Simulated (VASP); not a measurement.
Given:

```
CELL_PARAMETERS angstrom
      0.00000     2.98500     2.98500
      2.98500     0.00000     2.98500
      2.98500     2.98500     0.00000
ATOMIC_POSITIONS crystal
  Eu 0.00000 0.00000 0.00000
  S  0.50000 0.50000 0.50000
```

Level of theory: PBE GGA, VASP's PBE PAW potentials (set 64) (plane waves; VASP). Settings: 400 eV cut-off, 11×11×11 Γ-centred mesh, Gaussian smearing of 0.050 eV, potentials Eu_2 S.

The 4f electrons are frozen in the core of the lanthanide potential, so 4f levels, which can set the real gap, and their magnetism are missing.

**Question.** What does the run give for the energy per atom (σ→0), pressure?

**Answer.** 
The energy per atom (σ→0) is -5.309 eV/atom and the pressure comes out as -2.46 GPa.

The absolute energy has meaning only against runs of the same code, potentials and settings.

The compound is EuS in the rock salt structure. The cell was not relaxed at this level. The run is one of a series of settings (KPOINTS 11×11×11 Γ-centred mesh against the base run), some of them coarse on purpose.
